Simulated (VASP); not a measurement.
Level of theory: PBEsol GGA, VASP's PBE PAW potentials (set 64) (plane waves; VASP).

Input for VASP

### INCAR
```
SYSTEM = Al3Sc
PREC = Accurate
ENCUT = 400
EDIFF = 1E-6
NELM = 100
ALGO = Normal
LREAL = .FALSE.
LASPH = .TRUE.
ISMEAR = 1
SIGMA = 0.1
GGA = PS
LMAXMIX = 4
LWAVE = .FALSE.
LCHARG = .FALSE.
IBRION = 2
ISIF = 3
NSW = 60
EDIFFG = -0.01
```

File KPOINTS:
```
kpoints
0
gamma
8 8 8
0 0 0
```

### POSCAR
```
Al3Sc
1.0
  4.1000000000   0.0000000000   0.0000000000
  0.0000000000   4.1000000000   0.0000000000
  0.0000000000   0.0000000000   4.1000000000
Sc Al
1 3
Cart
  0.0000000000   0.0000000000   0.0000000000
  0.0000000000   2.0500000000   2.0500000000
  2.0500000000   0.0000000000   2.0500000000
  2.0500000000   2.0500000000   0.0000000000
```

POTCAR, in this order: Sc_sv Al (PBE.64 set). Program: vasp_std.

The resulting files:

### OSZICAR
```
       N       E                     dE             d eps       ncg     rms          rms(c)
DAV:   1     0.956057090733E+02    0.95606E+02   -0.74036E+03   980   0.106E+03
DAV:   2    -0.150924005248E+02   -0.11070E+03   -0.10860E+03  1004   0.340E+02
DAV:   3    -0.217184464324E+02   -0.66260E+01   -0.65442E+01  1528   0.650E+01
DAV:   4    -0.218204938311E+02   -0.10205E+00   -0.10112E+00  1356   0.856E+00
DAV:   5    -0.218236250066E+02   -0.31312E-02   -0.31309E-02  1380   0.149E+00    0.911E+00
DAV:   6    -0.208442343896E+02    0.97939E+00   -0.49028E+00  1618   0.257E+01    0.323E+00
DAV:   7    -0.207829596175E+02    0.61275E-01   -0.97013E-02  1202   0.266E+00    0.184E+00
DAV:   8    -0.207549130260E+02    0.28047E-01   -0.43653E-02  1442   0.176E+00    0.230E-01
DAV:   9    -0.207545012682E+02    0.41176E-03   -0.32304E-03  1232   0.520E-01    0.934E-02
DAV:  10    -0.207544581237E+02    0.43144E-04   -0.20317E-04  1506   0.129E-01    0.810E-02
DAV:  11    -0.207544640002E+02   -0.58765E-05   -0.45650E-05  1578   0.534E-02    0.682E-02
DAV:  12    -0.207544460210E+02    0.17979E-04   -0.65518E-05  1564   0.857E-02    0.628E-03
DAV:  13    -0.207544461259E+02   -0.10489E-06   -0.14242E-06  1022   0.122E-02
   1 F= -.20754446E+02 E0= -.20753787E+02  d E =-.207544E+02
       N       E                     dE             d eps       ncg     rms          rms(c)
DAV:   1    -0.208535180784E+02   -0.99072E-01   -0.25860E+00  1166   0.252E+01    0.243E+00
DAV:   2    -0.207681843880E+02    0.85334E-01   -0.49931E-01  1432   0.968E+00    0.464E-01
DAV:   3    -0.207628534340E+02    0.53310E-02   -0.13907E-02  1294   0.943E-01    0.281E-01
DAV:   4    -0.207609793814E+02    0.18741E-02   -0.53721E-03  1282   0.729E-01    0.112E-01
DAV:   5    -0.207609828957E+02   -0.35144E-05   -0.49682E-04  1520   0.229E-01    0.360E-02
DAV:   6    -0.207609632611E+02    0.19635E-04   -0.14031E-04  1546   0.106E-01    0.174E-02
DAV:   7    -0.207609649451E+02   -0.16840E-05   -0.12310E-05  1562   0.359E-02    0.101E-02
DAV:   8    -0.207609631565E+02    0.17886E-05   -0.90569E-06  1494   0.274E-02    0.198E-03
DAV:   9    -0.207609631353E+02    0.21180E-07   -0.14185E-07   574   0.379E-03
   2 F= -.20760963E+02 E0= -.20760541E+02  d E =-.651701E-02
       N       E                     dE             d eps       ncg     rms          rms(c)
DAV:   1    -0.207690421690E+02   -0.80790E-02   -0.19270E-01  1184   0.683E+00    0.676E-01
DAV:   2    -0.207626740979E+02    0.63681E-02   -0.45989E-02  1482   0.289E+00    0.125E-01
DAV:   3    -0.207621881758E+02    0.48592E-03   -0.17273E-03  1500   0.336E-01    0.784E-02
DAV:   4    -0.207620371869E+02    0.15099E-03   -0.41547E-04  1264   0.200E-01    0.301E-02
DAV:   5    -0.207620331830E+02    0.40039E-05   -0.36552E-05  1544   0.666E-02    0.982E-03
DAV:   6    -0.207620315561E+02    0.16269E-05   -0.81417E-06  1460   0.268E-02    0.391E-03
DAV:   7    -0.207620315242E+02    0.31882E-07   -0.16913E-07   574   0.444E-03
   3 F= -.20762032E+02 E0= -.20761552E+02  d E =-.758540E-02
```

File OUTCAR:
```
------------------------ aborting loop because EDIFF is reached ----------------------------------------
  FORCE on cell =-STRESS in cart. coord.  units (eV):
  Direction    XX          YY          ZZ          XY          YZ          ZX
  --------------------------------------------------------------------------------------
  Total       -0.0013893     -0.0013893     -0.0013893     -0.0000000      0.0000000     -0.0000000
  in kB       -0.0329482     -0.0329482     -0.0329482     -0.0000000      0.0000000     -0.0000000
  external PRESSURE =      -0.0329482 kB  Pullay stress =       0.0000000 kB
  volume of cell :       67.56
      direct lattice vectors                 reciprocal lattice vectors
     4.072783678  0.000000000  0.000000000     0.245532314 -0.000000000 -0.000000000
     0.000000000  4.072783678  0.000000000    -0.000000000  0.245532314  0.000000000
     0.000000000  0.000000000  4.072783678    -0.000000000 -0.000000000  0.245532314
 POSITION                                       TOTAL-FORCE (eV/Angst)
 -----------------------------------------------------------------------------------
      0.00000      0.00000      0.00000         0.000000      0.000000      0.000000
      0.00000      2.03639      2.03639        -0.000000      0.000000      0.000000
      2.03639      0.00000      2.03639         0.000000      0.000000      0.000000
      2.03639      2.03639      0.00000         0.000000      0.000000      0.000000
 -----------------------------------------------------------------------------------
    total drift:                               -0.000000     -0.000000     -0.000000
  FREE ENERGIE OF THE ION-ELECTRON SYSTEM (eV)
  ---------------------------------------------------
  free  energy   TOTEN  =       -20.7620315242 eV

  energy  without entropy=      -20.7605937739  energy(sigma->0) =      -20.76155227

 reached required accuracy - stopping structural energy minimisation
```
(Selected blocks of OUTCAR.)

### CONTCAR
```
Al3Sc
   1.00000000000000
     4.0727836775734314    0.0000000000000000    0.0000000000000000
     0.0000000000000000    4.0727836775734314    0.0000000000000000
     0.0000000000000000    0.0000000000000000    4.0727836775734323
  Sc              Al
     1     3
Direct
     0.0000000000000000    0.0000000000000000    0.0000000000000000
     0.0000000000000000    0.5000000000000000    0.5000000000000000
     0.5000000000000000    0.0000000000000000    0.5000000000000000
     0.5000000000000000    0.5000000000000000    0.0000000000000000
```

OUTCAR:
```
 val. band max:        7.2991142954   @ k =   0.2500   0.1250   0.1250

 cond. band min:       7.3257443611   @ k =   0.5000   0.2500   0.2500


 Fermi energy:         7.3217248254

 k-point     1 :       0.0000    0.0000    0.0000
  band No.  band energies     occupation
      1     -41.3915      2.00000
      2     -20.1964      2.00000
      3     -20.1964      2.00000
      4     -20.1964      2.00000
      5      -2.7799      2.00000
      6       4.6665      2.00000
      7       4.6665      2.00000
      8       5.4928      2.00000
      9       5.4928      2.00000
     10       5.4928      2.00000
     11       8.5157     -0.00000
     12       8.6131     -0.00000
     13       8.6131     -0.00000
     14       8.6131     -0.00000

 k-point     2 :       0.1250    0.0000    0.0000
  band No.  band energies     occupation
      1     -41.3915      2.00000
      2     -20.2016      2.00000
      3     -20.1960      2.00000
      4     -20.1960      2.00000
      5      -2.6344      2.00000
      6       3.6131      2.00000
      7       4.7790      2.00000
      8       5.5079      2.00000
      9       5.5079      2.00000
     10       6.1676      2.00000
     11       8.5328     -0.00000
     12       8.5328     -0.00000
     13       8.6588     -0.00000
     14       9.1007     -0.00000

 k-point     3 :       0.2500    0.0000    0.0000
  band No.  band energies     occupation
      1     -41.3910      2.00000
      2     -20.2140      2.00000
      3     -20.1950      2.00000
      4     -20.1950      2.00000
      5      -2.2056      2.00000
      6       2.1547      2.00000
      7       5.0984      2.00000
      8       5.5398      2.00000
      9       5.5398      2.00000
     10       6.9619      2.00000
     11       8.3962     -0.00000
     12       8.3962     -0.00000
     13       8.7752     -0.00000
     14       9.8007      0.00000

 k-point     4 :       0.3750    0.0000    0.0000
  band No.  band energies     occupation
...
```

The compound is Al3Sc in the L1_2 structure. This run relaxes it. Symmetry was kept, so distortions that lower it aren't found.
